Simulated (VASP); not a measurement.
Input:

```
Be2Hf
1.0
    3.77950     0.00000     0.00000
   -1.88975     3.27314     0.00000
    0.00000     0.00000     3.16996
Hf Be
1 2
Cartesian
  0.00000   0.00000   0.00000
  0.00000   2.18210   1.58498
  1.88975   1.09105   1.58498
```

These are LDA (Ceperley-Alder, Perdew-Zunger), VASP's LDA PAW potentials (set 64) (plane waves; VASP) values and carry that method's errors. Run with 300 eV cut-off, 10×10×10 Γ-centred mesh, Gaussian smearing of 0.050 eV, potentials Hf_pv Be.

At this cut-off the stress carries a Pulay error, which pulls relaxed volumes low.

Q: Give the stress tensor in GPa (positive for a compressed cell).

A: 
```
-5.76   0.00   0.00
 0.00  -5.76   0.00
 0.00   0.00  -5.98
```
The pressure is its mean diagonal, -5.84 GPa.

The structure comes from a computed database's HfBe2 entry (P6/mmm); how it stands against other phases isn't given here. The cell was not relaxed at this level.
